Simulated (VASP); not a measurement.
OSZICAR of a VASP run on ZnS (space group P6_3mc):

**OSZICAR**
```
       N       E                     dE             d eps       ncg     rms          rms(c)
DAV:   1     0.728173661420E+03    0.72817E+03   -0.36094E+04  1536   0.136E+03
DAV:   2     0.582934409513E+02   -0.66988E+03   -0.64516E+03  1568   0.358E+02
DAV:   3    -0.391575652094E+02   -0.97451E+02   -0.95617E+02  1744   0.131E+02
DAV:   4    -0.434534817121E+02   -0.42959E+01   -0.42801E+01  1736   0.286E+01
DAV:   5    -0.435290147177E+02   -0.75533E-01   -0.75491E-01  1792   0.384E+00    0.160E+01
DAV:   6    -0.408339032351E+02    0.26951E+01   -0.55906E+00  2232   0.409E+01    0.124E+01
DAV:   7    -0.411125281500E+02   -0.27862E+00   -0.85912E+00  1784   0.913E+00    0.448E+00
DAV:   8    -0.409255711384E+02    0.18696E+00   -0.86480E-01  1928   0.679E+00    0.134E+00
DAV:   9    -0.409269036646E+02   -0.13325E-02   -0.16157E-01  1968   0.342E+00    0.500E-01
DAV:  10    -0.409272248248E+02   -0.32116E-03   -0.71644E-03  1760   0.734E-01    0.354E-01
DAV:  11    -0.409274913319E+02   -0.26651E-03   -0.74548E-04  1800   0.154E-01    0.304E-01
DAV:  12    -0.409282621463E+02   -0.77081E-03   -0.14619E-03  1632   0.203E-01    0.172E-01
DAV:  13    -0.409281088047E+02    0.15334E-03   -0.38003E-04  2032   0.246E-01    0.673E-02
DAV:  14    -0.409281014906E+02    0.73141E-05   -0.15035E-04  2024   0.736E-02    0.275E-02
DAV:  15    -0.409281057266E+02   -0.42360E-05   -0.22642E-05  1744   0.386E-02    0.151E-02
DAV:  16    -0.409281067939E+02   -0.10672E-05   -0.20615E-06  1288   0.174E-02    0.172E-02
DAV:  17    -0.409281071718E+02   -0.37797E-06   -0.74252E-07  1040   0.553E-03
   1 F= -.40928107E+02 E0= -.40928107E+02  d E =-.234039E-34
```

**Question.** Which electronic solver shows in the log?

**Answer.** It is blocked Davidson (ALGO = Normal, or the opening steps of other solvers). The INCAR had ALGO = Normal.

**Question.** Can the final energy be trusted as converged?

**Answer.** Self-consistency was reached. It stopped with EDIFF = 1E-6, NELM = 100 (PBE GGA, plane waves, VASP's PBE PAW potentials (set 64)).

The structure comes from a computed database's ZnS entry; how it stands against other phases isn't given here. The cell was not relaxed at this level. The k-mesh is coarse (spacing up to 0.47 per Å, 2π included), so the numbers may not be converged in it. The run is one of a series of settings (KPOINTS 4×4×4 Γ-centred mesh against the base run), some of them coarse on purpose.
